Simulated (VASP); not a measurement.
A run of VASP 6.6.1:

File INCAR:

```
SYSTEM = C
  PREC = Accurate
  ENCUT = 520
  EDIFF = 1E-7
  ISMEAR = 0
  SIGMA = 0.02
  LREAL = .False.
  LASPH = .True.
  NELM = 80
  ALGO = Normal
  ISIF = 2
  LWAVE = .False.
  LCHARG = .False.
  GGA = PE
```

KPOINTS

```
Automatic mesh
0
Gamma
  10 10 10
  0 0 0
```

The input POSCAR:

```
C                                       
1.0
    0.0000000000      1.8217583272      1.8217583272
    1.8217583272      0.0000000000      1.8217583272
    1.8217583272      1.8217583272      0.0000000000
  C             
     2
Direct
     0.0000000000000000    0.0000000000000000    0.0000000000000000
     0.2500000000000000    0.2500000000000000    0.2500000000000000
```

Potentials or basis: VASP PAW PBE potentials, release 64 (C).

The run is started by

```console
$ cat potpaw_PBE.64/C/POTCAR > POTCAR
$ mpirun -np 1 vasp_std > vasp.out
```

Hardware: 1 thread of Intel(R) Xeon(R) Platinum 8375C CPU @ 2.90GHz (Ice Lake), on a shared host.

Problem. How long does it take, and how much memory?

Solution. It took 6.7 s on 1 thread of Intel(R) Xeon(R) Platinum 8375C CPU @ 2.90GHz (Ice Lake), with other jobs on the host, peak memory 0.11 GiB. Counts: scf iterations 12, k points 47.
